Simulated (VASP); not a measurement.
A run of VASP 6.6.1:

INCAR

```
SYSTEM = GeH4
PREC = Accurate
ENCUT = 400
EDIFF = 1E-6
ISMEAR = 0
SIGMA = 0.01
LREAL = .FALSE.
LASPH = .TRUE.
NELM = 100
ALGO = Normal
ISIF = 2
LWAVE = .FALSE.
LCHARG = .FALSE.
GGA = MK
LUSE_VDW = .TRUE.
AGGAC = 0.0
PARAM1 = 0.1234
PARAM2 = 0.711357
ZAB_VDW = -1.8867
ISYM = 0
```

Contents of KPOINTS:

```
Automatic mesh
0
G
  1 1 1
  0 0 0
```

File POSCAR:

```
GeH4                                    
1.0
   12.8008860920      0.0000000000      0.0000000000
    0.0000000000     13.3008860920      0.0000000000
    0.0000000000      0.0000000000     13.8008860920
  Ge              H             
     1     4
Selective dynamics
Direct
     0.4999998767999969    0.5037592014000012    0.4999998775999970   F   F   F
     0.4008613225107127    0.4665038006668069    0.4490196781054359   T   T   T
     0.4770747596644963    0.5202247082167010    0.6078869314809274   T   T   T
     0.5867890547983864    0.4251503065069521    0.4888724658132680   T   T   T
     0.5352745043855119    0.6031604252847809    0.4542203304839784   T   T   T
```

Potentials or basis: VASP PAW PBE potentials, release 64 (Ge_d, H).

Run with:

```console
$ cat potpaw_PBE.64/Ge_d/POTCAR potpaw_PBE.64/H/POTCAR > POTCAR
$ mpirun -np 4 vasp_gam > vasp.out
```

Hardware: 4 MPI ranks on Intel(R) Xeon(R) Platinum 8488C (Sapphire Rapids), with other jobs on the host.

**Question.** How long does it take, and how much memory?

**Answer.** Run time: 5.4 min on 4 MPI ranks on Intel(R) Xeon(R) Platinum 8488C (Sapphire Rapids), on a shared host, peak memory 1.2 GiB a rank. Counts: scf iterations 22, k points 1.
